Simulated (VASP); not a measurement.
# GePt: structure and properties in VASP, part 5 of 5

What structure does GePt take at this level, and what are its properties? The start is a cell from a database of measured crystal structures.

VASP 6.6.1; SCAN; plane waves and PAW (Ge_d, Pt).

Still holding for the runs below: The k-mesh is coarse for a metal.

So far. Step 6 (Density of states (SCAN)): The finer mesh and the other smearing move the Fermi level by +0.01 eV from the 5×7×5 run, a small shift, which tests the Fermi level alone. Of the states within 0.3 eV of the Fermi level, the largest shares in the PAW spheres are Pt d 50 %, Ge p 13 % and Ge s 10 %. The rest lies in smaller channels or between the spheres. The relaxed cell has a, b, c = 5.690, 3.703, 6.044 Å (conventional setting).

## (8) Field gradients at the nuclei (SCAN)

Field gradients probe how far the charge around each nucleus departs from cubic symmetry; LASPH keeps the non-spherical terms inside the spheres.

File INCAR:

```
SYSTEM = GePt
PREC = Accurate
ENCUT = 410
EDIFF = 1E-07
NELM = 100
ISMEAR = 0
SIGMA = 0.05
LREAL = .FALSE.
ALGO = Normal
METAGGA = SCAN
LASPH = .TRUE.
NBANDS = 59
LORBIT = 11
LWAVE = .FALSE.
LCHARG = .FALSE.
KPAR = 4
LEFG = .TRUE.
```

File POSCAR:

```
GePt
1.0
    5.6898820138      0.0000000000      0.0000000000
    0.0000000000      3.7032963148      0.0000000000
    0.0000000000      0.0000000000      6.0435443228
Ge Pt
4 4
Direct
    0.1869226335      0.2500000000      0.5891483959
    0.3130773665      0.7500000000      0.0891483959
    0.6869226335      0.2500000000      0.9108516041
    0.8130773665      0.7500000000      0.4108516041
    0.9978501393      0.2500000000      0.1935683892
    0.5021498607      0.7500000000      0.6935683892
    0.4978501393      0.2500000000      0.3064316108
    0.0021498607      0.7500000000      0.8064316108
```

File KPOINTS:

```
Automatic mesh
0
Gamma
5 7 5
0 0 0
```

Potentials, in the order of the species: Ge_d and Pt (PBE family, release 64).

Command:

```console
mpirun -np 4 vasp_std
```

The log of the run:

```text
[... set-up lines as in an earlier step ...]
 entering main loop
       N       E                     dE             d eps       ncg     rms          rms(c)
[... 12 cycles as in an earlier step ...]
DAV:  13    -0.362115432568E+03   -0.17858E-04   -0.81330E-05  4923   0.525E-02    0.675E-03
DAV:  14    -0.362115430546E+03    0.20215E-05   -0.11384E-05  5279   0.190E-02    0.376E-03
DAV:  15    -0.362115428223E+03    0.23232E-05   -0.15092E-06  4561   0.778E-03    0.139E-03
DAV:  16    -0.362115424798E+03    0.34251E-05   -0.15399E-07  2656   0.290E-03    0.375E-04
DAV:  17    -0.362115424230E+03    0.56747E-06   -0.42247E-08  2391   0.156E-03    0.186E-04
DAV:  18    -0.362115423962E+03    0.26850E-06   -0.18967E-08  2373   0.972E-04    0.124E-04
DAV:  19    -0.362115423031E+03    0.93049E-06   -0.82280E-09  2361   0.846E-04    0.993E-05
DAV:  20    -0.362115423231E+03   -0.19949E-06   -0.28520E-09  2355   0.456E-04    0.365E-05
DAV:  21    -0.362115423014E+03    0.21727E-06   -0.17052E-09  2349   0.274E-04    0.172E-05
DAV:  22    -0.362115423015E+03   -0.17135E-08   -0.64427E-10  2337   0.200E-04
ion   1
     0.0000000     0.0000000    -0.0000000     0.0428953    -0.1395503    -0.0484470
     0.0000487     0.0000000    -0.0000000     0.0428953    -0.1395503    -0.0484470
     0.0000636     0.0000000    -0.0000000     0.0428953    -0.1395503    -0.0484470
     0.0000831     0.0000000    -0.0000000     0.0428953    -0.1395504    -0.0484470
     0.0001085     0.0000000    -0.0000000     0.0428953    -0.1395504    -0.0484470

     0.0000000     0.0000000    -0.0000000    -1.1236737   -64.4847834     1.2453929
     0.0000487     0.0000000    -0.0000000    -1.1236197   -64.4823614     1.2453197
     0.0000636     0.0000000    -0.0000000    -1.1235932   -64.4812257     1.2452846
     0.0000831     0.0000000    -0.0000000    -1.1235528   -64.4795127     1.2452314
     0.0001085     0.0000000    -0.0000000    -1.1234913   -64.4769428     1.2451509

ion   2
     0.0000000    -0.0000000    -0.0000000     0.0428953     0.1395503    -0.0484470
     0.0000487    -0.0000000    -0.0000000     0.0428953     0.1395503    -0.0484470
     0.0000636    -0.0000000    -0.0000000     0.0428953     0.1395503    -0.0484470
     0.0000831    -0.0000000    -0.0000000     0.0428953     0.1395504    -0.0484470
     0.0001085    -0.0000000    -0.0000000     0.0428953     0.1395504    -0.0484470

     0.0000000     0.0000000    -0.0000000    -1.1236737    64.4847834     1.2453929
     0.0000487     0.0000000    -0.0000000    -1.1236197    64.4823614     1.2453197
     0.0000636     0.0000000    -0.0000000    -1.1235932    64.4812257     1.2452846
     0.0000831     0.0000000    -0.0000000    -1.1235528    64.4795127     1.2452314
     0.0001085     0.0000000    -0.0000000    -1.1234913    64.4769428     1.2451509

ion   3
     0.0000000    -0.0000000    -0.0000000     0.0428953     0.1395503    -0.0484470
     0.0000487    -0.0000000    -0.0000000     0.0428953     0.1395503    -0.0484470
     0.0000636    -0.0000000    -0.0000000     0.0428953     0.1395503    -0.0484470
     0.0000831    -0.0000000    -0.0000000     0.0428953     0.1395504    -0.0484470
     0.0001085    -0.0000000    -0.0000000     0.0428953     0.1395504    -0.0484470

     0.0000000     0.0000000    -0.0000000    -1.1236737    64.4847834     1.2453929
     0.0000487     0.0000000    -0.0000000    -1.1236197    64.4823614     1.2453197
     0.0000636     0.0000000    -0.0000000    -1.1235932    64.4812257     1.2452846
     0.0000831     0.0000000    -0.0000000    -1.1235528    64.4795127     1.2452314
     0.0001085     0.0000000    -0.0000000    -1.1234913    64.4769428     1.2451509

ion   4
     0.0000000     0.0000000     0.0000000     0.0428953    -0.1395503    -0.0484470
     0.0000487     0.0000000     0.0000000     0.0428953    -0.1395503    -0.0484470
     0.0000636     0.0000000     0.0000000     0.0428953    -0.1395503    -0.0484470
     0.0000831     0.0000000     0.0000000     0.0428953    -0.1395504    -0.0484470
     0.0001085     0.0000000     0.0000000     0.0428953    -0.1395504    -0.0484470

     0.0000000     0.0000000    -0.0000000    -1.1236737   -64.4847834     1.2453929
     0.0000487     0.0000000    -0.0000000    -1.1236197   -64.4823614     1.2453197
     0.0000636     0.0000000    -0.0000000    -1.1235932   -64.4812257     1.2452846
     0.0000831     0.0000000    -0.0000000    -1.1235528   -64.4795127     1.2452314
     0.0001085     0.0000000    -0.0000000    -1.1234913   -64.4769428     1.2451509

ion   5
     0.0000000     0.0000000    -0.0000000    -1.2335935    -0.8513140    -0.5223462
     0.0000674     0.0000000    -0.0000000    -1.2335935    -0.8513140    -0.5223462
     0.0000928     0.0000000    -0.0000000    -1.2335935    -0.8513139    -0.5223462
     0.0001278     0.0000000    -0.0000000    -1.2335934    -0.8513139    -0.5223462
     0.0001760     0.0000000    -0.0000000    -1.2335934    -0.8513139    -0.5223462

     0.0000000     0.0000000    -0.0000000    23.7998859    25.9378378    50.3662403
     0.0000674     0.0000000    -0.0000000    23.7263607    25.8646013    50.2499322
     0.0000928     0.0000000    -0.0000000    23.6914071    25.8291906    50.1918648
     0.0001278     0.0000000    -0.0000000    23.6381882    25.7749063    50.1017277
     0.0001760     0.0000000    -0.0000000    23.5575058    25.6920441    49.9624391

ion   6
     0.0000000    -0.0000000    -0.0000000    -1.2335935     0.8513140    -0.5223462
     0.0000674    -0.0000000    -0.0000000    -1.2335935     0.8513140    -0.5223462
     0.0000928    -0.0000000    -0.0000000    -1.2335935     0.8513139    -0.5223462
     0.0001278    -0.0000000    -0.0000000    -1.2335934     0.8513139    -0.5223462
     0.0001760    -0.0000000    -0.0000000    -1.2335934     0.8513139    -0.5223462

     0.0000000    -0.0000000    -0.0000000    23.7998859   -25.9378378    50.3662403
     0.0000674    -0.0000000    -0.0000000    23.7263607   -25.8646013    50.2499322
     0.0000928    -0.0000000    -0.0000000    23.6914071   -25.8291906    50.1918648
     0.0001278    -0.0000000    -0.0000000    23.6381882   -25.7749063    50.1017277
     0.0001760    -0.0000000    -0.0000000    23.5575058   -25.6920441    49.9624391

ion   7
     0.0000000    -0.0000000    -0.0000000    -1.2335935     0.8513140    -0.5223462
     0.0000674    -0.0000000    -0.0000000    -1.2335935     0.8513140    -0.5223462
     0.0000928    -0.0000000    -0.0000000    -1.2335935     0.8513139    -0.5223462
     0.0001278    -0.0000000    -0.0000000    -1.2335934     0.8513139    -0.5223462
     0.0001760    -0.0000000    -0.0000000    -1.2335934     0.8513139    -0.5223462

     0.0000000    -0.0000000    -0.0000000    23.7998859   -25.9378378    50.3662403
     0.0000674    -0.0000000    -0.0000000    23.7263607   -25.8646013    50.2499322
     0.0000928    -0.0000000    -0.0000000    23.6914071   -25.8291906    50.1918648
     0.0001278    -0.0000000    -0.0000000    23.6381882   -25.7749063    50.1017277
     0.0001760    -0.0000000    -0.0000000    23.5575058   -25.6920441    49.9624391

ion   8
     0.0000000     0.0000000     0.0000000    -1.2335935    -0.8513140    -0.5223462
     0.0000674     0.0000000     0.0000000    -1.2335935    -0.8513140    -0.5223462
     0.0000928     0.0000000     0.0000000    -1.2335935    -0.8513139    -0.5223462
     0.0001278     0.0000000     0.0000000    -1.2335934    -0.8513139    -0.5223462
     0.0001760     0.0000000     0.0000000    -1.2335934    -0.8513139    -0.5223462

     0.0000000     0.0000000     0.0000000    23.7998859    25.9378378    50.3662403
     0.0000674     0.0000000     0.0000000    23.7263607    25.8646013    50.2499322
     0.0000928     0.0000000     0.0000000    23.6914071    25.8291906    50.1918648
     0.0001278     0.0000000     0.0000000    23.6381882    25.7749063    50.1017277
     0.0001760     0.0000000     0.0000000    23.5575058    25.6920441    49.9624391

   1 F= -.36211542E+03 E0= -.36211350E+03  d E =-.384449E-02
```

Run time: 92 s. Hardware: 4 MPI ranks of Intel Xeon 6975P-C (Granite Rapids), shared host; peak memory 1.1 GiB.

OUTCAR, selected parts (step 8):

```text
   NELECT =      96.0000    total number of electrons

 E-fermi :   9.7649

 k-point     2 :       0.2000    0.0000    0.0000
  band No.  band energies     occupation
    ...
     44       6.8327      2.00000
     45       6.9307      2.00000
     46       7.8248      2.00000
     47       8.6898      2.00000
     48       8.7989      2.00000
     49      11.0729      0.00000
     50      11.1898      0.00000
     51      12.4155      0.00000
     52      12.8646      0.00000
     53      13.0255      0.00000
    ...

  Total       -0.0042336     -0.0406046     -0.0464659     -0.0000000      0.0000000      0.0000000
  in kB       -0.0532641     -0.5108606     -0.5846031     -0.0000000      0.0000000      0.0000000
  external PRESSURE =      -0.3829092 kB  Pullay stress =       0.0000000 kB

 POSITION                                       TOTAL-FORCE (eV/Angst)
 -----------------------------------------------------------------------------------
      1.06357      0.92582      3.56054         0.005065      0.000000     -0.000251
      1.78137      2.77747      0.53877        -0.005065     -0.000000     -0.000251
      3.90851      0.92582      5.50477         0.005065     -0.000000      0.000251
      4.62631      2.77747      2.48300        -0.005065      0.000000      0.000251
      5.67765      0.92582      1.16984        -0.000115     -0.000000      0.005371
      2.85717      2.77747      4.19161         0.000115     -0.000000      0.005371
      2.83271      0.92582      1.85193        -0.000115     -0.000000     -0.005371
      0.01223      2.77747      4.87371         0.000115     -0.000000     -0.005371
 -----------------------------------------------------------------------------------
    total drift:                                0.000000     -0.000000     -0.000000

  FREE ENERGIE OF THE ION-ELECTRON SYSTEM (eV)
  ---------------------------------------------------
  free  energy   TOTEN  =      -362.1154230153 eV

  energy  without entropy=     -362.1115785247  energy(sigma->0) =     -362.11350077

 Electric field gradients after diagonalization (V/A^2)
 (convention: |V_zz| > |V_xx| > |V_yy|)
----------------------------------------------------------------------
 ion       V_xx      V_yy      V_zz     asymmetry (V_yy - V_xx)/ V_zz
----------------------------------------------------------------------
   1      68.871     0.604   -69.475       0.983
   2      68.871     0.604   -69.475       0.983
   3      68.871     0.604   -69.475       0.983
   4      68.871     0.604   -69.475       0.983
   5     -63.781    -6.433    70.213       0.817
   6     -63.781    -6.433    70.213       0.817
   7     -63.781    -6.433    70.213       0.817
   8     -63.781    -6.433    70.213       0.817
----------------------------------------------------------------------

[... 14 parts as in an earlier step ...]

[... 3 further parts left out ...]
```

This step gave:

```yaml
scf_cycles: 22
irreducible_k_points: 36
free_energy_toten: -362.1154 eV
fermi_energy: 9.765 eV
pressure: -0.03829 GPa
```

Electric field gradients, by row:

```csv
atom,Vxx (V/Å²),Vyy (V/Å²),Vzz (V/Å²),asymmetry
Ge1,68.87,0.604,-69.47,0.983
Ge2,68.87,0.604,-69.47,0.983
Ge3,68.87,0.604,-69.47,0.983
Ge4,68.87,0.604,-69.47,0.983
Pt5,-63.78,-6.433,70.21,0.817
Pt6,-63.78,-6.433,70.21,0.817
Pt7,-63.78,-6.433,70.21,0.817
Pt8,-63.78,-6.433,70.21,0.817
```

The largest gradient, 70.21 V/Å², sits on Pt5 and like sites; the stable nuclei of Pt have no quadrupole moment in their ground state, so NMR and NQR don't see it.

## (9) Summary of results

```json
{
  "relaxed volume": "15.92 Å³/atom",
  "relaxed conventional cell a, b, c": "5.690, 3.703, 6.044 Å",
  "space group after relaxing, within 0.02 Å": "Pnma (No. 62)",
  "band gap": "none, a metal",
  "DOS at the Fermi level": "1.65 states/eV/cell",
  "highest zone-centre mode": "258 cm⁻¹",
  "largest field gradient Vzz": "70.21 V/Å² on Pt5"
}
```

What this shows: With SCAN, GePt relaxes to 15.92 Å³/atom in space group Pnma (held by the symmetry of the run) and comes out as a metal. Against the listed cell the volume lies -1.0 % (a -0.5 %, b +0.2 %, c -0.7 %). Bands along the symmetry lines (SCAN): Of the bands kept, 4 cross the Fermi level on this path. Vibrations at Γ (SCAN): The highest mode in this list at Γ, 257.8 cm⁻¹, is mostly motion of Ge (91 % of the kinetic energy). Spin-orbit coupling is left out, and with elements this heavy it would split and shift bands near the Fermi level. The k-sampling is coarse for a metal, so the Fermi level, pressures and the shape of the cell carry errors. Modes at Γ alone can't show that the crystal is stable at other wave vectors. No search among competing phases was made, and a listed structure need not be the one stable at ambient conditions. All values are for a static lattice at zero temperature.

[Lines on the potential files, build, host, timing and source positions are cut from VASP's logs without a mark.]

[Logs are printed without paths, hosts, clocks, repeated set-up lines and the standing remarks that a program may print on its own settings, such as how far it seeks lower states.]

[Hosts, paths, dates, database ids (printed as entryN), source tags and the programs' standing remarks are cut or masked in the printed files.]

[A measured line is paired with the nearest computed mode of its activity, which favours agreement.]
